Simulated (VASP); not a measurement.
Computed with PBE GGA, VASP's PBE PAW potentials (set 64) (plane waves; VASP).

Input for VASP

**INCAR**
```
# general
SYSTEM  = Ru
PREC    = Accurate
ENCUT   = 400
LREAL   = F
LASPH   = T

# electronic loop
EDIFF   = 1E-6
NELM    = 100
ALGO    = Normal
LMAXMIX = 4

# smearing
ISMEAR  = 1
SIGMA   = 0.1

# functional
GGA     = PE

# ions
ISIF    = 2

# output
LWAVE   = F
LCHARG  = F
```

**KPOINTS**
```
Automatic mesh
0
Gamma
12 12 7
0 0 0
```

POSCAR:
```
Ru
1
    1.3550000000    -2.3469290000     0.0000000000
    1.3550000000     2.3469290000     0.0000000000
    0.0000000000     0.0000000000     4.2800000000
Ru
2
Direct
  0.3333330000   0.6666670000   0.2500000000
  0.6666670000   0.3333330000   0.7500000000
```

POTCAR, in this order: Ru_pv (PBE.64 set). Program: vasp_std.

What VASP printed:

OSZICAR:
```
       N       E                     dE             d eps       ncg     rms          rms(c)
DAV:   1     0.245928901507E+03    0.24593E+03   -0.15760E+04  2760   0.143E+03
DAV:   2    -0.140843724520E+02   -0.26001E+03   -0.25468E+03  2914   0.446E+02
DAV:   3    -0.197520992967E+02   -0.56677E+01   -0.55515E+01  2860   0.711E+01
DAV:   4    -0.198113160711E+02   -0.59217E-01   -0.59104E-01  3372   0.645E+00
DAV:   5    -0.198122820426E+02   -0.96597E-03   -0.96594E-03  3028   0.705E-01    0.176E+01
DAV:   6    -0.185652531048E+02    0.12470E+01   -0.33757E+00  2762   0.192E+01    0.463E+00
DAV:   7    -0.184791933752E+02    0.86060E-01   -0.25961E-01  2808   0.484E+00    0.110E+00
DAV:   8    -0.184705712811E+02    0.86221E-02   -0.67061E-03  2832   0.945E-01    0.995E-02
DAV:   9    -0.184706460169E+02   -0.74736E-04   -0.48957E-04  3442   0.233E-01    0.475E-02
DAV:  10    -0.184706576195E+02   -0.11603E-04   -0.19110E-05  3008   0.424E-02    0.351E-03
DAV:  11    -0.184706590378E+02   -0.14183E-05   -0.14362E-06  1832   0.118E-02    0.437E-03
DAV:  12    -0.184706581513E+02    0.88645E-06   -0.18207E-07  1408   0.444E-03
   1 F= -.18470658E+02 E0= -.18470652E+02  d E =-.174600E-04
```

### OUTCAR
```
------------------------ aborting loop because EDIFF is reached ----------------------------------------
  FORCE on cell =-STRESS in cart. coord.  units (eV):
  Direction    XX          YY          ZZ          XY          YZ          ZX
  --------------------------------------------------------------------------------------
  Total        0.3558739      0.3558739      0.5651623      0.0000000      0.0000000      0.0000000
  in kB       20.9456421     20.9456449     33.2637182      0.0000000      0.0000000      0.0000000
  external PRESSURE =      25.0516684 kB  Pullay stress =       0.0000000 kB
  volume of cell :       27.22
      direct lattice vectors                 reciprocal lattice vectors
     1.355000000 -2.346929000  0.000000000     0.369003690 -0.213044366  0.000000000
     1.355000000  2.346929000  0.000000000     0.369003690  0.213044366  0.000000000
     0.000000000  0.000000000  4.280000000     0.000000000  0.000000000  0.233644860
 POSITION                                       TOTAL-FORCE (eV/Angst)
 -----------------------------------------------------------------------------------
      1.35500      0.78231      1.07000         0.000000     -0.000000      0.000000
      1.35500     -0.78231      3.21000        -0.000000      0.000000      0.000000
 -----------------------------------------------------------------------------------
    total drift:                               -0.000000      0.000510     -0.000045
  FREE ENERGIE OF THE ION-ELECTRON SYSTEM (eV)
  ---------------------------------------------------
  free  energy   TOTEN  =       -18.4706581513 eV

  energy  without entropy=      -18.4706406914  energy(sigma->0) =      -18.47065233
```
(Selected blocks of OUTCAR.)

File OUTCAR:
```
 val. band max:       12.8236556296   @ k =   0.3333   0.1667   0.2857

 cond. band min:      12.8459082400   @ k =   0.3333   0.0833   0.2857


 Fermi energy:        12.8242141268

 k-point     1 :       0.0000    0.0000    0.0000
  band No.  band energies     occupation
      1     -30.8457      2.00000
      2     -29.9319      2.00000
      3     -29.9319      2.00000
      4     -29.7620      2.00000
      5     -29.7620      2.00000
      6     -29.7081      2.00000
      7       4.8182      2.00000
      8       6.6110      2.00000
      9      10.2001      2.00000
     10      10.2001      2.00000
     11      10.4028      2.00000
     12      10.8822      2.00000
     13      10.8822      2.00000
     14      11.3951      2.00000
     15      11.3951      2.00000
     16      13.9704     -0.00000
     17      13.9705     -0.00000
     18      14.1123     -0.00000

 k-point     2 :       0.0833   -0.0000    0.0000
  band No.  band energies     occupation
      1     -30.8224      2.00000
      2     -29.9811      2.00000
      3     -29.9487      2.00000
      4     -29.8131      2.00000
      5     -29.7686      2.00000
      6     -29.7187      2.00000
      7       5.0734      2.00000
      8       6.8033      2.00000
      9       9.7948      2.00000
     10      10.4070      2.00000
     11      10.7195      2.00000
     12      10.8087      2.00000
     13      11.0725      2.00000
     14      11.1275      2.00000
     15      11.2410      2.00000
     16      12.4783      2.00001
     17      14.0660     -0.00000
     18      15.9701      0.00000

 k-point     3 :       0.1667    0.0000    0.0000
  band No.  band energies     occupation
      1     -30.7556      2.00000
      2     -30.1159      2.00000
      3     -29.9925      2.00000
      4     -29.9506      2.00000
      5     -29.7881      2.00000
      6     -29.7518      2.00000
      7       5.7711      2.00000
      8       7.2500      2.00000
      9       9.2988      2.00000
...
```

The compound is Ru in the hcp structure. The cell was not relaxed at this level.
